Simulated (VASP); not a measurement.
Given:

```yaml
crystal:
  lattice:
    - [0.00000, 3.14012, 3.14012]
    - [3.14012, 0.00000, 3.14012]
    - [3.14012, 3.14012, 0.00000]
  atoms:
    - { symbol: Cs, position: [0.00000, 0.00000, 0.00000] }
    - { symbol: H, position: [0.50000, 0.50000, 0.50000] }
```

The numbers are results of r2SCAN+rVV10, VASP's PBE PAW potentials (set 64) (plane waves; VASP), not measurements. Numerical set-up: 400 eV cut-off, 9×9×9 Γ-centred mesh, Gaussian smearing of 0.010 eV, potentials Cs_sv H.

Task: Estimate the energy per atom (σ→0).

Result: 
* **energy per atom (σ→0)**: -14.277 eV/atom

The absolute energy has meaning only against runs of the same code, potentials and settings.

The structure comes from a measured CsH entry (Fm-3m) of the Crystallography Open Database, whose conditions weren't checked. It was relaxed first.
